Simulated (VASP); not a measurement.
Input:

```
BaO
1.0
    0.00000     2.76729     2.76729
    2.76729     0.00000     2.76729
    2.76729     2.76729     0.00000
Ba O
1 1
Cartesian
  5.53458   2.76729   2.76729
  2.76729   2.76729   2.76729
```

All values below come from PBEsol GGA, VASP's PBE PAW potentials (set 64) (plane waves; VASP). Run with 520 eV cut-off, Gaussian smearing of 0.050 eV, potentials Ba_sv O.

Unless said otherwise, spin-orbit coupling is left out, though it shifts the bands of the heavy elements here.

Give the energies of bands 6 to 11 at the high-symmetry points, in eV from the valence-band maximum.

```tsv
band	Γ	X	U	L	W
6	-0.36	-0.17	-0.96	-2.07	-1.36
7	-0.36	-0.17	-0.76	-1.51	-0.21
8	-0.36	0.00	-0.15	-1.51	-0.21
9	3.38	1.86	3.33	4.86	4.53
10	4.63	5.93	6.49	7.15	4.53
11	4.63	8.91	6.98	7.15	6.83
```

The gap is direct, 1.86 eV, from the valence maximum at X to the conduction minimum at X.

The structure was generated: BaO was put into the rock salt type (Fm-3m), which need not be its known phase. It was relaxed first, which changed the volume by -24 %.
